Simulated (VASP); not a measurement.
Consider the following.

```xyz
8
Lattice="4.7959 0.0000 0.0000 0.0000 4.7959 0.0000 0.0000 0.0000 4.7959" Properties=species:S:1:pos:R:3 pbc="T T T"
Si     2.3980     2.3980     2.3980
Si     0.0000     0.0000     0.0000
Mo     1.1990     0.0000     2.3980
Mo     2.3980     1.1990     0.0000
Mo     2.3980     3.5970     0.0000
Mo     3.5970     0.0000     2.3980
Mo     0.0000     2.3980     3.5970
Mo     0.0000     2.3980     1.1990
```

Method: PBE GGA, VASP's PBE PAW potentials (set 64) (plane waves; VASP). Run with 500 eV cut-off, 7×7×7 Γ-centred mesh, first-order Methfessel-Paxton smearing of 0.10 eV, potentials Si Mo_sv.

Energy and stress use the plane-wave basis of the starting cell.

Task: The ions, cell shape and volume at an external pressure of 30.0 GPa are relaxed. Give the cell that the relaxation ends in.

Result: 
```xyz
8
Lattice="4.7513 0.0000 0.0000 0.0000 4.7513 0.0000 0.0000 0.0000 4.7513" Properties=species:S:1:pos:R:3 pbc="T T T"
Si     2.3756     2.3756     2.3756
Si     0.0000     0.0000     0.0000
Mo     1.1878     0.0000     2.3756
Mo     2.3756     1.1878     4.7513
Mo     2.3756     3.5634     0.0000
Mo     3.5634     4.7513     2.3756
Mo     4.7513     2.3756     3.5634
Mo     0.0000     2.3756     1.1878
```
Space group Pm-3n (223), at a tolerance of 0.03 Å.

Task: How do energy and volume change from the first to the last step?

Result: The energy (σ→0) changes by +59.2 meV/atom and the volume by -2.8 %, in 4 ionic steps.

The compound is Mo3Si in the A15 structure. This run relaxes it under an external pressure of 30 GPa. Symmetry was kept, so distortions that lower it aren't found.
